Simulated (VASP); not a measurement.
# A slab model of a few sheets of TiS2, part 3 of 3

How does a few sheets of TiS2 behave as a surface?

VASP 6.6.1; PBEsol, no spin polarisation; plane waves and PAW (S, Ti).

So far. Step 2 (Surface relaxation): The run ended after 4 ionic steps, 0.017 eV below its first step, once the forces on the free atoms met EDIFFG = -0.03. Step 3 (Potential and states of the slab): The vacuum level lies 5.83 eV above the Fermi level at the upper face; both faces agree, as the slab has next to no dipole.

### Step 5. Slab, other settings: k = [11, 11, 1]

This step: PBEsol, no spin polarisation; plane waves and PAW (S, Ti) (VASP 6.6.1).

The run is repeated with some settings moved, to see what they change.

INCAR

```
SYSTEM = TiS2
PREC = Normal
ENCUT = 300
EDIFF = 1E-06
NELM = 120
ISMEAR = 0
SIGMA = 0.05
LREAL = .FALSE.
ALGO = Fast
GGA = PS
NBANDS = 33
LASPH = .TRUE.
LORBIT = 11
LWAVE = .FALSE.
LCHARG = .FALSE.
KPAR = 4
IDIPOL = 3
LDIPOL = .TRUE.
DIPOL = 0.5 0.5 0.5
LVHAR = .TRUE.
LVACPOTAV = .TRUE.
```

POSCAR

```
TiS2
1.0
    3.4120000000      0.0000000000      0.0000000000
   -1.7060000000      2.9548786780      0.0000000000
    0.0000000000      0.0000000000     29.2375000000
S Ti
6 3
Direct
    0.3333333330      0.6666666670      0.7427582246
    0.6666666670      0.3333333330      0.6468575485
    0.3333333330      0.6666666670      0.5479998270
    0.6666666670      0.3333333330      0.4520001730
    0.3333333330      0.6666666670      0.3531424515
    0.6666666670      0.3333333330      0.2572417754
    0.0000000000      0.0000000000      0.6946956284
    0.0000000000      0.0000000000      0.5000000000
    0.0000000000      0.0000000000      0.3053043716
```

KPOINTS

```
Automatic mesh
0
Gamma
11 11 1
0 0 0
```

The projector-augmented-wave data sets are S and Ti (PBE family, release 64).

Launch:

```bash
$ mpirun -np 4 vasp_std
```

Output:

```text
[banner, memory and clock lines left out]
running    4 mpi-ranks, on    1 nodes
 distrk:  each k-point on    1 cores,    4 groups
 distr:  one band on    1 cores,    1 groups

 POSCAR found type information on POSCAR S Ti
 POSCAR found :  2 types and       9 ions
 [... a notice as in an earlier step ...]

 LDA part: xc-table for (Slater+PW92), standard interpolation
 POSCAR, INCAR and KPOINTS ok, starting setup
 FFT: planning ... GRIDC
 FFT: planning ... GRID_SOFT
 FFT: planning ... GRID
 WAVECAR not read
 entering main loop
       N       E                     dE             d eps       ncg     rms          rms(c)
DAV:   1     0.333678822725E+03    0.33368E+03   -0.12937E+04  1056   0.778E+02
DAV:   2    -0.656022554474E+01   -0.34024E+03   -0.32389E+03  1325   0.219E+02
DAV:   3    -0.715923687088E+02   -0.65032E+02   -0.61993E+02  1430   0.994E+01
DAV:   4    -0.740676916623E+02   -0.24753E+01   -0.24602E+01  1336   0.227E+01
DAV:   5    -0.741424949368E+02   -0.74803E-01   -0.74732E-01  1325   0.418E+00    0.316E+01
RMM:   6    -0.642004155296E+02    0.99421E+01   -0.70587E+01  1095   0.406E+01    0.929E+00
RMM:   7    -0.632661847470E+02    0.93423E+00   -0.13375E+01  1056   0.238E+01    0.124E+01
RMM:   8    -0.631177005271E+02    0.14848E+00   -0.11653E+01  1097   0.184E+01    0.687E+00
RMM:   9    -0.627974873374E+02    0.32021E+00   -0.26676E+00  1061   0.114E+01    0.259E+00
RMM:  10    -0.628189086958E+02   -0.21421E-01   -0.57679E-01  1291   0.260E+00    0.244E+00
RMM:  11    -0.627906242855E+02    0.28284E-01   -0.23451E-01  1184   0.207E+00    0.492E-01
RMM:  12    -0.627923915524E+02   -0.17673E-02   -0.48855E-02  1349   0.829E-01    0.359E-01
RMM:  13    -0.627931267548E+02   -0.73520E-03   -0.93401E-03  1344   0.370E-01    0.319E-01
RMM:  14    -0.627935501093E+02   -0.42335E-03   -0.26250E-03  1301   0.252E-01    0.377E-01
RMM:  15    -0.627930099183E+02    0.54019E-03   -0.64742E-03  1425   0.379E-01    0.682E-02
RMM:  16    -0.627929403813E+02    0.69537E-04   -0.51201E-04  1290   0.113E-01    0.395E-02
RMM:  17    -0.627929560544E+02   -0.15673E-04   -0.25001E-04  1308   0.622E-02    0.295E-02
RMM:  18    -0.627931085909E+02   -0.15254E-03   -0.15550E-04  1261   0.596E-02    0.302E-02
RMM:  19    -0.627931283944E+02   -0.19804E-04   -0.46340E-05  1332   0.289E-02    0.214E-02
RMM:  20    -0.627931802217E+02   -0.51827E-04   -0.19472E-05  1296   0.170E-02    0.164E-02
RMM:  21    -0.627932092163E+02   -0.28995E-04   -0.28873E-05  1290   0.203E-02    0.642E-03
RMM:  22    -0.627932301115E+02   -0.20895E-04   -0.69925E-06  1151   0.106E-02    0.501E-03
RMM:  23    -0.627932564283E+02   -0.26317E-04   -0.57743E-06  1115   0.805E-03    0.569E-03
RMM:  24    -0.627932624423E+02   -0.60140E-05   -0.12585E-06   757   0.560E-03    0.347E-03
RMM:  25    -0.627932721554E+02   -0.97131E-05   -0.60302E-07   745   0.372E-03    0.375E-03
RMM:  26    -0.627932788673E+02   -0.67119E-05   -0.38151E-07   714   0.267E-03    0.208E-03
RMM:  27    -0.627932816356E+02   -0.27683E-05   -0.40040E-07   614   0.196E-03    0.192E-03
RMM:  28    -0.627932824804E+02   -0.84474E-06   -0.87384E-08   499   0.138E-03
 [... a notice as in an earlier step ...]

   1 F= -.62793282E+02 E0= -.62792248E+02  d E =-.206958E-02
```

Elapsed: 22 s, on 4 MPI ranks of AMD EPYC 7R43, shared host; peak memory 0.65 GiB.

OUTCAR, selected parts (step 5):

```text
The static configuration has the point symmetry D_3d.

 Found     16 irreducible k-points:

   k-points           NKPTS =     16   k-points in BZ     NKDIM =     16   number of bands    NBANDS=     33

   NELECT =      48.0000    total number of electrons

 E-fermi :  -0.2493

 k-point     1 :       0.0000    0.0000    0.0000
  band No.  band energies     occupation
    ...
     16      -2.2672      2.00000
     17      -1.4820      2.00000
     18      -0.6599      2.00000
     19      -0.2717      1.47390
     20      -0.2714      1.46925
     21      -0.2114      0.28354
     22      -0.2111      0.28033
     23      -0.1555      0.00798
     24      -0.1552      0.00781
     25       0.1399      0.00000
    ...

 k-point     2 :       0.0909    0.0000    0.0000
  band No.  band energies     occupation
    ...
     20      -0.9606      2.00000
     21      -0.7420      2.00000
     22      -0.6866      2.00000
     23      -0.6272      2.00000
     24      -0.5828      2.00000
     25       0.3318      0.00000
     26       0.3397      0.00000
     27       0.3567      0.00000
     28       0.5861      0.00000
     29       0.5946      0.00000
    ...

  Total       -3.9322105     -3.9322105     -0.6357084      0.0000000      0.0000000      0.0000000
  in kB      -21.3726528    -21.3726528     -3.4552512      0.0000000      0.0000000      0.0000000
  external PRESSURE =     -15.4001856 kB  Pullay stress =       0.0000000 kB

 POSITION                                       TOTAL-FORCE (eV/Angst)
 -----------------------------------------------------------------------------------
     -0.00000      1.96992     21.71639        -0.000000      0.000000     -0.030559
      1.70600      0.98496     18.91250        -0.000000     -0.000000     -0.011335
     -0.00000      1.96992     16.02214        -0.000000     -0.000000     -0.008536
      1.70600      0.98496     13.21536         0.000000      0.000000      0.008536
     -0.00000      1.96992     10.32500         0.000000      0.000000      0.011335
      1.70600      0.98496      7.52111         0.000000      0.000000      0.030559
      0.00000      0.00000     20.31116         0.000000      0.000000      0.020202
      0.00000      0.00000     14.61875         0.000000      0.000000      0.000000
      0.00000      0.00000      8.92634         0.000000      0.000000     -0.020202
 -----------------------------------------------------------------------------------
    total drift:                               -0.000000      0.000000     -0.000000

  FREE ENERGIE OF THE ION-ELECTRON SYSTEM (eV)
  ---------------------------------------------------
  free  energy   TOTEN  =       -62.7932824804 eV

  energy  without entropy=      -62.7912129020  energy(sigma->0) =      -62.79224769

 vacuum level on the upper side and lower side of the slab         5.580         5.580

 total charge
# of ion       s       p       d       tot
------------------------------------------
    1        1.351   2.354   0.000   3.705
    2        1.351   2.350   0.000   3.702
    3        1.351   2.349   0.000   3.700
    4        1.351   2.349   0.000   3.700
    5        1.351   2.350   0.000   3.702
    6        1.351   2.354   0.000   3.705
    7        0.458   0.795   2.449   3.702
    8        0.457   0.791   2.453   3.701
    9        0.458   0.795   2.449   3.702
--------------------------------------------------
tot          9.480  16.487   7.352  33.319

[... 7 parts as in an earlier step ...]

[... 6 further parts left out ...]
```

Numbers from this step:

* electronic cycles: 28
* free energy (TOTEN): -62.7933 eV
* energy at zero smearing: -62.7922 eV
* Fermi energy: -0.2493 eV
* vacuum levels: 5.58, 5.58 eV
* work functions of the upper and lower face: 5.829, 5.829 eV

Settings moved on purpose: a k-mesh of 11×11×1 in place of 9×9×1.

Against the run that it repeats, NBANDS also differs.

The two runs compared:

```csv
quantity,this run,the run it repeats,difference
energy at zero smearing (eV),-62.792,-62.785,-0.00724
free energy (TOTEN) (eV),-62.793,-62.787,-0.00675
Fermi energy (eV),-0.2493,-0.244,-0.00530
electronic cycles,28,27,1
```

The total energy moves by -0.8 meV an atom.

### Step 6. Summary of results

| Quantity | Value |
| --- | --- |
| work function of the slab | 5.83 eV |

In words: The work function is 5.83 eV at both faces. The crystal is layered and no dispersion term is used, so the spacing and binding between its layers, and what hangs on them, are unreliable. The atom that ends on top (S) moved inwards by 0.02 Å, counted from the mean of all atoms. The cell in the plane was kept as given and was not relaxed here.

[Lines on the potential files, build, host, timing and source positions are cut from VASP's logs without a mark.]

[Logs are printed without paths, hosts, clocks, repeated set-up lines and the standing remarks that a program may print on its own settings, such as how far it seeks lower states.]

[Hosts, paths, dates, database ids (printed as entryN), source tags and the programs' standing remarks are cut or masked in the printed files.]

[In band tables of VASP the shares of atoms and orbitals are scaled to a sum of 1 inside the atoms' spheres.]

[Runs that stopped without an error message from VASP are left out.]
